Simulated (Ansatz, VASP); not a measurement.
## Cross-check of SnPb3Se4 (Pb0.75Sn0.25Se, rock salt) between VASP and Ansatz

Wanted: the spread between two codes on one cell, functional and k mesh. The cell is invented: As first built, before any earlier steps moved the atoms (in the runner's words): 2x2x2 conventional cells of the PbSe type (64 atoms: 32 Se, 8 Sn, 24 Pb); Pb/Sn share their sites, the best of 600 random draws by like-pair counts in two shells; start lattice by linear mixing of the end members' cells; atoms moved at random by 0.02 A. It may not be a known or stable phase. The structure shown is the end of the Ansatz relaxation below.

Program: Ansatz 0.2.0. Level of theory: plane waves, with VASP 6.6.1 beside it; single point at LDA. Results are calculated unless marked as measured.

### Step 1. Starting point

The cell holds 64 atoms: 32 Se, 8 Sn and 24 Pb. Its edges and angles: a = 12.010 Å, b = 12.010 Å, c = 12.010 Å, α = 90.0°, β = 90.0°, γ = 90.0°. It derives from PbSe (PbSe type, space group 225), repeated 2×2×2. As first built, before any earlier steps moved the atoms (in the runner's words): 2x2x2 conventional cells of the PbSe type (64 atoms: 32 Se, 8 Sn, 24 Pb); Pb/Sn share their sites, the best of 600 random draws by like-pair counts in two shells; start lattice by linear mixing of the end members' cells; atoms moved at random by 0.02 A.

### Step 2. Ansatz: relaxation, LDA

Ansatz runs on its default PAW (the set named soft_2) files.

This run makes the geometry at which the two programs are then compared.

File input.yaml:

```yaml
crystal:
  lattice:
    - [12.19195, 0.0, 0.0]
    - [0.0, 12.19195, 0.0]
    - [0.0, 0.0, 12.19195]
  atoms:
    - { symbol: Se, position: [0.25185, 0.99997, 0.99797] }
    - { symbol: Se, position: [0.25025, 0.24882, 0.25052] }
    - { symbol: Se, position: [0.00016, 0.99794, 0.25127] }
    - { symbol: Se, position: [0.00102, 0.25155, 0.00017] }
    - { symbol: Se, position: [0.24923, 0.0019, 0.50009] }
    - { symbol: Se, position: [0.25128, 0.24991, 0.74825] }
    - { symbol: Se, position: [0.99934, 0.99787, 0.7485] }
    - { symbol: Se, position: [0.99929, 0.24899, 0.5037] }
    - { symbol: Se, position: [0.24848, 0.49934, 0.00066] }
    - { symbol: Se, position: [0.25335, 0.75011, 0.25095] }
    - { symbol: Se, position: [0.99962, 0.49851, 0.24896] }
    - { symbol: Se, position: [0.00149, 0.74982, 5.0e-05] }
    - { symbol: Se, position: [0.24995, 0.50206, 0.5026] }
    - { symbol: Se, position: [0.25008, 0.74919, 0.74937] }
    - { symbol: Se, position: [0.99761, 0.49953, 0.75097] }
    - { symbol: Se, position: [0.00092, 0.74906, 0.49997] }
    - { symbol: Se, position: [0.74934, 7.0e-05, 0.00164] }
    - { symbol: Se, position: [0.75043, 0.2488, 0.24935] }
    - { symbol: Se, position: [0.49888, 0.00019, 0.24946] }
    - { symbol: Se, position: [0.49783, 0.24903, 0.00113] }
    - { symbol: Se, position: [0.74816, 0.99833, 0.50046] }
    - { symbol: Se, position: [0.75331, 0.2505, 0.74863] }
    - { symbol: Se, position: [0.49947, 0.00078, 0.75242] }
    - { symbol: Se, position: [0.50246, 0.24833, 0.49919] }
    - { symbol: Se, position: [0.74961, 0.5, 0.00101] }
    - { symbol: Se, position: [0.75056, 0.74982, 0.25244] }
    - { symbol: Se, position: [0.50014, 0.49763, 0.25002] }
    - { symbol: Se, position: [0.49924, 0.74969, 0.00302] }
    - { symbol: Se, position: [0.75082, 0.49788, 0.50024] }
    - { symbol: Se, position: [0.75076, 0.7493, 0.75141] }
    - { symbol: Se, position: [0.49922, 0.50112, 0.74906] }
    - { symbol: Se, position: [0.49869, 0.75139, 0.49758] }
    - { symbol: Sn, position: [0.00332, 0.99976, 0.99667] }
    - { symbol: Sn, position: [0.24801, 0.24854, 0.99639] }
    - { symbol: Sn, position: [0.00248, 0.75433, 0.24886] }
    - { symbol: Sn, position: [0.2508, 0.5033, 0.24927] }
    - { symbol: Sn, position: [0.25109, 0.7516, 0.99735] }
    - { symbol: Sn, position: [0.2505, 0.75183, 0.50021] }
    - { symbol: Sn, position: [0.75033, 0.25202, 0.0022] }
    - { symbol: Sn, position: [0.4999, 0.24687, 0.74948] }
    - { symbol: Pb, position: [0.99993, 0.25006, 0.25031] }
    - { symbol: Pb, position: [0.24887, 7.0e-05, 0.24765] }
    - { symbol: Pb, position: [0.00372, 0.99945, 0.49927] }
    - { symbol: Pb, position: [0.00225, 0.24976, 0.75034] }
    - { symbol: Pb, position: [0.25361, 0.99854, 0.75007] }
    - { symbol: Pb, position: [0.25057, 0.25148, 0.49879] }
    - { symbol: Pb, position: [0.99921, 0.49722, 0.00142] }
    - { symbol: Pb, position: [0.9994, 0.49912, 0.50049] }
    - { symbol: Pb, position: [0.00182, 0.74877, 0.74687] }
    - { symbol: Pb, position: [0.24839, 0.50086, 0.75035] }
    - { symbol: Pb, position: [0.49866, 0.00052, 0.99936] }
    - { symbol: Pb, position: [0.50003, 0.24862, 0.24773] }
    - { symbol: Pb, position: [0.75032, 0.00074, 0.24998] }
    - { symbol: Pb, position: [0.49734, 0.00103, 0.50163] }
    - { symbol: Pb, position: [0.74901, 0.99976, 0.74982] }
    - { symbol: Pb, position: [0.74941, 0.24995, 0.50153] }
    - { symbol: Pb, position: [0.50089, 0.49704, 0.99947] }
    - { symbol: Pb, position: [0.49964, 0.74815, 0.24585] }
    - { symbol: Pb, position: [0.75136, 0.50061, 0.25065] }
    - { symbol: Pb, position: [0.74949, 0.75201, 0.00273] }
    - { symbol: Pb, position: [0.50194, 0.50113, 0.50264] }
    - { symbol: Pb, position: [0.50032, 0.75097, 0.74798] }
    - { symbol: Pb, position: [0.7494, 0.50167, 0.75148] }
    - { symbol: Pb, position: [0.75107, 0.74991, 0.49724] }
kpoints:
  mp_grid: { grid: [2, 2, 2], shift: [0.5, 0.5, 0.5] }
hamiltonian:
  xc: lda
scf:
  occupations: { method: fermi_dirac, width: 0.01 }
output:
  forces: true
  stress: true
relax:
  f_tol: 0.02
  max_steps: 45
  cell: { stress_tol: 0.1 }
```

On the command line:

```bash
> ansatz run input.yaml --threads 32 --pin off --max-ram 143360MiB --backend cuda --events-out ev --progress --plain --runs-dir out
```

Numbers of over 12 decimals in the logs are rounded to 6 here.

Log:

```text
Engine: ansatz 0.2.0, aarch64-unknown-linux-gnu
Pseudopotentials: kind: paw
Pseudopotential: Se, paw, valence charge 16, recommended cutoff 420 eV (normal), Se.paw.azcp
Pseudopotential: Sn, paw, valence charge 14, recommended cutoff 420 eV (normal), Sn.paw.azcp
Pseudopotential: Pb, paw, valence charge 14, recommended cutoff 420 eV (normal), Pb.paw.azcp
device memory: the entry about to start is reckoned to put 24.0 GiB on a device that reports 182.5 GiB free
GPU FFT provider: cuFFT
GPU libraries: cuBLAS 13.8.1, cuFFT 12.4.0, cuSOLVER 12.3.2
GPU matrix products: emulated (plane waves: as basis.precision tells), large ones in fixed point in workspaces of 1.00 GiB
Crystal: 64 atoms, lattice volume = 1812.256 Å³
Basis set: ecut = 420 eV, 35513 PW (Γ)
Bands: 576, of which v1, the nominal top of the filled ones, is band 480 counted from 1 (479 counted from 0)
k-points: 4 of 8 (time reversal used)
PAW frozen core: Se, regenerated for the run's functional, and the local potential with it (the file was generated under x = pbe(κ = 0.804, μ = 0.219515), c = pbe(β = 0.066725))
PAW frozen core: Sn, regenerated for the run's functional, and the local potential with it (the file was generated under x = pbe(κ = 0.804, μ = 0.219515), c = pbe(β = 0.066725))
PAW frozen core: Pb, regenerated for the run's functional, and the local potential with it (the file was generated under x = pbe(κ = 0.804, μ = 0.219515), c = pbe(β = 0.066725))
GPU buffer pool allocated for 729000 grid points (all kernels)
GPU transforms: local potential and band sums: pruned to the plane-wave sphere, on 81×81×81
relax step   1: F+E_penalty+E_count = -497788.58183180 eV  Δ(F+E_penalty+E_count) = +0.000e0 eV  max|allowed force component| = 2.914e-1 eV/Å  Δτ_max = 0.0000 Å  P = -2.343 GPa  Ω = 1812.256 Å³  (8 SCF iters, dr2 threshold 1.00e-7 eV, accepted)
[...]
relax step   2: F+E_penalty+E_count = -497788.66700687 eV  Δ(F+E_penalty+E_count) = -8.518e-2 eV  max|allowed force component| = 2.071e-1 eV/Å  Δτ_max = 0.1353 Å  P = +3.061 GPa  Ω = 1653.930 Å³  energy of the carried Pulay correction = +2.559e-2 eV  (6 SCF iters, dr2 threshold 6.40e-6 eV, accepted)
[...]
relax step   3: F+E_penalty+E_count = -497789.44738542 eV  Δ(F+E_penalty+E_count) = -7.804e-1 eV  max|allowed force component| = 2.731e-2 eV/Å  Δτ_max = 0.0467 Å  P = +0.152 GPa  Ω = 1728.007 Å³  energy of the carried Pulay correction = +1.313e-2 eV  (6 SCF iters, dr2 threshold 6.40e-6 eV, accepted)
[...]
relax step   4: F+E_penalty+E_count = -497789.45220298 eV  Δ(F+E_penalty+E_count) = -4.818e-3 eV  max|allowed force component| = 2.529e-3 eV/Å  Δτ_max = 0.0159 Å  P = +0.001 GPa  Ω = 1732.285 Å³  energy of the carried Pulay correction = +1.244e-2 eV  (7 SCF iters, dr2 threshold 5.99e-8 eV, accepted)
[...]
relax step   5: F+E_penalty+E_count = -497789.44028735 eV  Δ(F+E_penalty+E_count) = +1.192e-2 eV  max|allowed force component| = 2.530e-3 eV/Å  Δτ_max = 0.0000 Å  P = -0.001 GPa  Ω = 1732.285 Å³  stress off target by 1.72e-3 GPa  SCF on the basis re-selected at this cell (its energy is not comparable with the rows above)  (5 SCF iters)
basis re-selected at this cell: Δ(F+E_penalty+E_count) = +1.192e-2 eV, ΔP = -0.003 GPa vs the last step (what re-selecting the basis moved, of the pressure what is left beyond the Pulay correction that the steps carried, after the strain that the cell walked since its last selection, with what the two solves' SCF thresholds leave and, on support functions, any second-order correction that the steps lacked; it is no measure of the basis error at this ecutwfc). The dense FFT grid was sized anew with the basis: this SCF ran on 81×81×81 points, the steps before it on 90×90×90, so part of this shift can come from that change (see relax.cell in the input reference). [rest of the remark cut]
SCF converged after 5 iterations
Free energy (F): -497789.440287 eV
Internal energy: -497789.440287 eV  (E = F + TS)
E sigma→0 (E₀):  -497789.440287 eV
Fermi energy:    9.765952 eV
--- Forces (eV/Å), atoms counted from 1 ---
  max |Σ_I F_I| component: 4.27e-5 eV/Å
--- Stress (GPa, compression-positive) ---
       -0.001238       0.000102       0.000081
        0.000102      -0.001469      -0.000368
        0.000081      -0.000368      -0.001066
  P = ⅓ Tr σ = -0.0013 GPa (-0.013 kbar)
--- Band table (eV) ---
--- Relaxed structure (4 steps of the walk, 4 accepted, 1 SCFs on fresh bases) ---
  F+E_penalty+E_count = -497789.44028735 eV   max|allowed force component| = 2.530e-3 eV/Å   (the final SCF, on the basis selected at the relaxed cell)
  cell:  # Å, volume = 1732.2847 Å³
    - [12.009895, 0.000830612, -0.00012848]
    - [0.000830612, 12.009929, 7.346864149100564e-5]
    - [-0.00012848, 7.346864149100564e-5, 12.009906]
  atoms:
    [... one line an atom ...]
```

### Step 3. VASP: single point, LDA

The same cell, functional (in two slightly different forms), mesh and smearing now go to VASP, with its own data sets.

Lines of VASP's logs that name or quote its potential files are left out, and so is its time.

File INCAR:

```
SYSTEM = SnPb3Se4
PREC = Accurate
ENCUT = 400
EDIFF = 1E-06
NELM = 120
ISMEAR = -1
SIGMA = 0.01
LREAL = Auto
ALGO = Normal
GGA = CA
NBANDS = 376
LORBIT = 11
LWAVE = .FALSE.
LCHARG = .FALSE.
ISIF = 2
ISYM = 0
LASPH = .TRUE.
GGA_COMPAT = .FALSE.
EFERMI = MIDGAP
KPAR = 4
```

File POSCAR:

```
SnPb3Se4
1.0
   12.0098950000      0.0008310000     -0.0001280000
    0.0008310000     12.0099290000      0.0000730000
   -0.0001280000      0.0000730000     12.0099060000
Se Sn Pb
32 8 24
Direct
    0.2472500000      0.9997400000      0.0001100000
    0.2502400000      0.2530500000      0.2467400000
    0.0005000000      0.9968100000      0.2469600000
    0.0005300000      0.2467700000      0.0000000000
    0.2500800000      0.9966600000      0.4997800000
    0.2532500000      0.2500400000      0.7534300000
    0.0003200000      0.9998400000      0.7532900000
    0.0004100000      0.2496500000      0.5000100000
    0.2500600000      0.4997600000      0.0030100000
    0.2473600000      0.7470200000      0.2499900000
    0.0033300000      0.5029700000      0.2497600000
    0.0034200000      0.7528100000      0.0029500000
    0.2501600000      0.5029100000      0.4968700000
    0.2502000000      0.7497400000      0.7506500000
    0.0004400000      0.4998500000      0.7501200000
    0.0035000000      0.7499600000      0.4968400000
    0.7533900000      0.0028500000      0.9999800000
    0.7502600000      0.2500900000      0.2465800000
    0.5001500000      0.9999400000      0.2498300000
    0.4999300000      0.2497300000      0.9971800000
    0.7503900000      0.9998500000      0.4999400000
    0.7471500000      0.2498200000      0.7533000000
    0.5002400000      0.0029600000      0.7501800000
    0.5000100000      0.2498200000      0.5033200000
    0.7503900000      0.4966100000      0.0000800000
    0.7534900000      0.7498000000      0.2497100000
    0.4969900000      0.4999500000      0.2499400000
    0.4967200000      0.7500200000      0.9999900000
    0.7502100000      0.4998600000      0.4997700000
    0.7502300000      0.7498000000      0.7501300000
    0.5000800000      0.4966900000      0.7500300000
    0.4967700000      0.7498400000      0.4999500000
    0.0005800000      0.9999100000      0.0000900000
    0.2502600000      0.2500400000      0.9998200000
    0.0010100000      0.7500300000      0.2494900000
    0.2500200000      0.5004100000      0.2494300000
    0.2497700000      0.7500300000      0.0000100000
    0.2499400000      0.7496200000      0.4991100000
    0.7503300000      0.2496300000      0.9996200000
    0.5001600000      0.2499000000      0.7505100000
    0.0005000000      0.2499400000      0.2493800000
    0.2499900000      0.9997600000      0.2494800000
    0.0005000000      0.9995100000      0.4998100000
    0.0002500000      0.2497900000      0.7504300000
    0.2503500000      0.9999300000      0.7501700000
    0.2504000000      0.2501500000      0.4997800000
    0.0005900000      0.4998600000      0.0002500000
    0.0005200000      0.5001300000      0.4995400000
    0.0006600000      0.7500800000      0.7499200000
    0.2504100000      0.5000300000      0.7499400000
    0.5001200000      0.0002900000      0.9998100000
    0.5000700000      0.2501300000      0.2496800000
    0.7506500000      0.9999900000      0.2495100000
    0.5000300000      0.9999000000      0.5000700000
    0.7503300000      0.0001800000      0.7501900000
    0.7500100000      0.2499000000      0.5000000000
    0.4999500000      0.4996100000      0.9999400000
    0.4998500000      0.7497500000      0.2497500000
    0.7504200000      0.4999900000      0.2496500000
    0.7505600000      0.7500900000      0.9999900000
    0.4998400000      0.4999000000      0.4999700000
    0.4999200000      0.7499200000      0.7498400000
    0.7501300000      0.4995800000      0.7500400000
    0.7503600000      0.7499300000      0.4995200000
```

File KPOINTS:

```
Points of the shifted mesh
8
Reciprocal
 0.2500000000  0.2500000000  0.2500000000 1
 0.2500000000  0.2500000000  0.7500000000 1
 0.2500000000  0.7500000000  0.2500000000 1
 0.2500000000  0.7500000000  0.7500000000 1
 0.7500000000  0.2500000000  0.2500000000 1
 0.7500000000  0.2500000000  0.7500000000 1
 0.7500000000  0.7500000000  0.2500000000 1
 0.7500000000  0.7500000000  0.7500000000 1
```

The projector-augmented-wave data sets are Se, Sn_d and Pb_d (LDA family, release 64).

On the command line:

```bash
> mpirun -np 8 vasp_std
```

Log:

```text
[banner, memory and clock lines left out]
running    8 mpi-ranks, on    1 nodes
[...]
|                                                                             |
|           W    W    AA    RRRRR   N    N  II  N    N   GGGG   !!!           |
|           W    W   A  A   R    R  NN   N  II  NN   N  G    G  !!!           |
|           W    W  A    A  R    R  N N  N  II  N N  N  G       !!!           |
|           W WW W  AAAAAA  RRRRR   N  N N  II  N  N N  G  GGG   !            |
|           WW  WW  A    A  R   R   N   NN  II  N   NN  G    G                |
|           W    W  A    A  R    R  N    N  II  N    N   GGGG   !!!           |
|                                                                             |
|     For optimal performance we recommend to set                             |
|       NCORE = 2 up to number-of-cores-per-socket                            |
|     NCORE specifies how many cores store one orbital (NPAR=cpu/NCORE).      |
|     This setting can greatly improve the performance of VASP for DFT.       |
[...]
|     multi-core architectures or massively parallel machines. Do your        |
|     Unfortunately you need to use the default for GW and RPA                |
|     calculations (for HF NCORE is supported but not extensively tested      |
|     yet).                                                                   |
|                                                                             |

 LDA part: xc-table for (Slater(with rela. corr.)+CA(PZ))
 , standard interpolation
 POSCAR, INCAR and KPOINTS ok, starting setup
[...]
entering main loop
       N       E                     dE             d eps       ncg     rms          rms(c)
DAV:   1     0.785198199196E+04    0.78520E+04   -0.23241E+05  6016   0.162E+03
DAV:   2     0.124147876645E+04   -0.66105E+04   -0.64718E+04  6016   0.484E+02
DAV:   3    -0.136853241406E+03   -0.13783E+04   -0.13010E+04  7056   0.244E+02
DAV:   4    -0.302485805746E+03   -0.16563E+03   -0.15972E+03  7592   0.758E+01
[...]
DAV:  12    -0.303454623850E+03    0.14216E-04   -0.97989E-05  7632   0.264E-02    0.319E-02
DAV:  13    -0.303454630121E+03   -0.62708E-05   -0.53692E-05  7056   0.188E-02    0.850E-03
DAV:  14    -0.303454629504E+03    0.61699E-06   -0.39915E-06  4888   0.671E-03
   1 F= -.30345463E+03 E0= -.30345463E+03  d E =0.000000E+00
```

Parts of OUTCAR (step 3):

```text
  Total        0.9953610      1.0056191      1.0174719      0.0142864     -0.0008734      0.0101623
  in kB        0.9206021      0.9300897      0.9410523      0.0132134     -0.0008078      0.0093990
  external PRESSURE =       0.9305814 kB  Pullay stress =       0.0000000 kB

 POSITION                                       TOTAL-FORCE (eV/Angst)
 -----------------------------------------------------------------------------------
      2.97028     12.00701      0.00136        -0.003652      0.003367     -0.000136
      3.00553      3.03934      2.96331        -0.001904      0.004370     -0.002257
      0.00680     11.97164      2.96604        -0.003369     -0.000791     -0.003148
      0.00657      2.96369      0.00002        -0.001723      0.002610     -0.000076
      3.00420     11.97006      6.00235        -0.000291      0.007382      0.001414
      3.04162      3.00323      9.04861         0.002419     -0.001061     -0.001368
      0.00458     12.00806      9.04702        -0.001229      0.001156     -0.007322
      0.00507      2.99832      6.00509         0.008249     -0.008612     -0.001446
      3.00361      6.00229      0.03615        -0.000143      0.003162     -0.001658
      2.97136      8.97188      3.00238        -0.007282     -0.003235     -0.002912
      0.04038      6.04065      2.99963        -0.001196      0.005947      0.002870
      0.04170      9.04120      0.03548        -0.001760     -0.008281     -0.006789
      3.00475      6.04016      5.96737        -0.001304      0.005798     -0.003594
      3.00540      9.00459      9.01526         0.004406     -0.004842      0.010919
[...]
-----------------------------------------------------------------------------------
    total drift:                                0.006580      0.022743     -0.012044

  FREE ENERGIE OF THE ION-ELECTRON SYSTEM (eV)
  ---------------------------------------------------
  free  energy   TOTEN  =      -303.4546295039 eV

  energy  without entropy=     -303.4546295039  energy(sigma->0) =     -303.45462950

[... 1 further part left out ...]
```

The run ends at a pressure of 0.09 GPa, with forces up to 0.013 eV/Å.

### Step 4. Comparison

Known differences besides the potentials themselves: the two LDA forms differ slightly; the data sets hold 960 valence electrons in Ansatz (on its default PAW (the set named soft_2) files) and 640 in VASP; the cutoff is 420 eV in Ansatz and 400 eV in VASP (PREC = Accurate, projectors in real space); VASP's log shows a relativistic correction to its local exchange, Ansatz's none. Total energies have different zeros and are not compared.

Both answers:

| quantity | Ansatz | VASP | difference |
| --- | --- | --- | --- |
| gap on the k mesh (eV) | 1.154 | 1.153 | +0.002 |

A gap on the mesh is an upper bound, since the band edges may lie between its points; neither run holds spin-orbit coupling, which can move the band edges of a compound of Pb.

### Step 5. Summary of results

```json
{"difference in gap on the k mesh (single point, LDA)": "0.0018 eV"}
```

**Reading.** The difference in gap on the k mesh is 0.0018 eV (single point, LDA), within the 0.08 eV picked in this series as the mark of a large difference. The data sets hold unlike numbers of valence electrons (960 in Ansatz and 640 in VASP), so part of the differences comes from the potentials. How closely two codes agree says nothing of how well the functional describes the real material.

[Lines on the potential files, build, host, timing and source positions are cut from VASP's logs without a mark.]

[Logs are printed without paths, hosts, clocks, repeated set-up lines and the standing remarks that a program may print on its own settings, such as how far it seeks lower states.]

[Hosts, paths, dates, database ids (printed as entryN), source tags and the programs' standing remarks are cut or masked in the printed files.]
